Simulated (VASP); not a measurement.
An input for Ansatz (written as the equivalent of a VASP run, and not itself run):

Ansatz 0.2 input:
```yaml
crystal:
  lattice:
    - [3.0700500, 0.0000000, 0.0000000]
    - [-1.5350250, 2.6587410, 0.0000000]
    - [0.0000000, 0.0000000, 4.6784300]
  atoms:
    - { symbol: W, position: [0.3333330, 0.6666670, 0.7463300] }
    - { symbol: W, position: [0.6666670, 0.3333330, 0.2536700] }
    - { symbol: C, position: [0.0000000, 0.0000000, 0.0000000] }
kpoints:
  mp_grid: { grid: [12, 12, 8] }
hamiltonian:
  xc: pbe
  pseudopotentials: { kind: paw }
scf:
  occupations: { method: gaussian, width: 0.1 }
  max_iter: 100
output: { forces: true, stress: true, eigenvalues: true }
```

Write the VASP files for the same calculation (PBE).

This is not unique; one that fits is 
POSCAR:
```
W2C
1
    3.0700500000     0.0000000000     0.0000000000
   -1.5350250000     2.6587410000     0.0000000000
    0.0000000000     0.0000000000     4.6784300000
W C
2 1
Direct
  0.3333330000   0.6666670000   0.7463300000
  0.6666670000   0.3333330000   0.2536700000
  0.0000000000   0.0000000000   0.0000000000
```

**INCAR**
```
! general
SYSTEM  = W2C
PREC    = Accurate
ENCUT   = 400
LREAL   = F
LASPH   = T

! electronic loop
EDIFF   = 1E-6
NELM    = 100   ! most electronic steps
ALGO    = Normal
LMAXMIX = 6   ! l cut-off of mixed one-centre charges

! smearing
ISMEAR  = 0
SIGMA   = 0.1   ! width (eV)

! functional
GGA     = PE   ! PBE

! ions
ISIF    = 2

! output
LWAVE   = F
LCHARG  = F
LORBIT  = 11
NEDOS   = 601
```

File KPOINTS:
```
Automatic mesh
0
Gamma
12 12 8
0 0 0
```

POTCAR, in this order: W_sv C (PBE.64 set). Program: vasp_std.

What does not carry over: each code has its own PAW files, so the cut-off isn't converted (ENCUT is set for VASP's; basis.ecutwfc is left out, and Ansatz then takes the one that its files recommend); Ansatz stops its SCF on the density residual and VASP on the energy change (EDIFF).

The structure comes from a computed database's W2C entry; how it stands against other phases isn't given here. The cell was not relaxed at this level. The run is one of a series of settings (NEDOS = 601, KPOINTS 12×12×8 Γ-centred mesh against the base run), some of them coarse on purpose.
